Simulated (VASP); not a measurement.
OSZICAR of a VASP run on TiAl (L1_0):

File OSZICAR:
```
       N       E                     dE             d eps       ncg     rms          rms(c)
DAV:   1     0.787906236589E+02    0.78791E+02   -0.77564E+03  4752   0.143E+03
DAV:   2    -0.226914544854E+02   -0.10148E+03   -0.98940E+02  4809   0.347E+02
DAV:   3    -0.290892868978E+02   -0.63978E+01   -0.61710E+01  7572   0.832E+01
DAV:   4    -0.293204108392E+02   -0.23112E+00   -0.22850E+00  6008   0.139E+01
DAV:   5    -0.293317238499E+02   -0.11313E-01   -0.11260E-01  7009   0.269E+00    0.117E+01
DAV:   6    -0.252441952196E+02    0.40875E+01   -0.15383E+01  6868   0.559E+01    0.314E+00
DAV:   7    -0.244624042654E+02    0.78179E+00   -0.16797E+00  5630   0.164E+01    0.191E+00
DAV:   8    -0.245928819072E+02   -0.13048E+00   -0.89632E-01  5457   0.106E+01    0.123E+00
DAV:   9    -0.245653654759E+02    0.27516E-01   -0.23406E-01  4977   0.559E+00    0.708E-01
DAV:  10    -0.246460034066E+02   -0.80638E-01   -0.27860E-01  4847   0.728E+00    0.179E-01
DAV:  11    -0.246655791735E+02   -0.19576E-01   -0.71040E-02  4845   0.386E+00    0.123E-01
DAV:  12    -0.246685540301E+02   -0.29749E-02   -0.78075E-03  5082   0.115E+00    0.968E-02
DAV:  13    -0.246713279063E+02   -0.27739E-02   -0.39854E-02  4800   0.294E+00    0.994E-02
DAV:  14    -0.246680737939E+02    0.32541E-02   -0.15972E-02  4788   0.197E+00    0.270E-02
DAV:  15    -0.246694212241E+02   -0.13474E-02   -0.33410E-03  4861   0.814E-01    0.192E-02
DAV:  16    -0.246680858277E+02    0.13354E-02   -0.29394E-03  4812   0.724E-01    0.113E-02
DAV:  17    -0.246678445809E+02    0.24125E-03   -0.98527E-04  4849   0.397E-01    0.585E-03
DAV:  18    -0.246678438575E+02    0.72339E-06   -0.46524E-05  5592   0.860E-02    0.539E-03
DAV:  19    -0.246678575140E+02   -0.13656E-04   -0.20357E-05  4998   0.604E-02    0.759E-03
DAV:  20    -0.246678779055E+02   -0.20391E-04   -0.71695E-05  4776   0.105E-01    0.211E-03
DAV:  21    -0.246678488057E+02    0.29100E-04   -0.10877E-04  4782   0.125E-01    0.144E-03
DAV:  22    -0.246678482798E+02    0.52586E-06   -0.10999E-06  5192   0.131E-02    0.138E-03
DAV:  23    -0.246678469737E+02    0.13061E-05   -0.45075E-07  4921   0.106E-02    0.957E-04
DAV:  24    -0.246678456868E+02    0.12868E-05   -0.56959E-07  4825   0.966E-03    0.348E-04
DAV:  25    -0.246678450342E+02    0.65264E-06   -0.62016E-07  4806   0.109E-02    0.144E-04
DAV:  26    -0.246678448221E+02    0.21210E-06   -0.48876E-08  2614   0.322E-03    0.127E-04
DAV:  27    -0.246678447008E+02    0.12133E-06   -0.19110E-09  2472   0.626E-04    0.915E-05
DAV:  28    -0.246678443916E+02    0.30919E-06   -0.22489E-08  2448   0.171E-03    0.402E-05
DAV:  29    -0.246678445128E+02   -0.12127E-06   -0.38942E-09  2448   0.884E-04    0.137E-05
DAV:  30    -0.246678444926E+02    0.20285E-07   -0.25512E-10  2448   0.221E-04
   1 F= -.24667844E+02 E0= -.24667844E+02  d E =0.000000E+00
       N       E                     dE             ncg
```

**Question.** Which electronic solver shows in the log?

**Answer.** It is blocked Davidson (ALGO = Normal, or the opening steps of other solvers). The INCAR had ALGO = Normal.

**Question.** Can the final energy be trusted as converged?

**Answer.** The calculation finished and met its thresholds. It stopped with EDIFF = 1E-7, NELM = 100 (SCAN meta-GGA, plane waves, VASP's PBE PAW potentials (set 64)).

The compound is TiAl in the L1_0 structure. It was relaxed first. The electron count is odd and the run is not spin-polarised, which forces a metal.
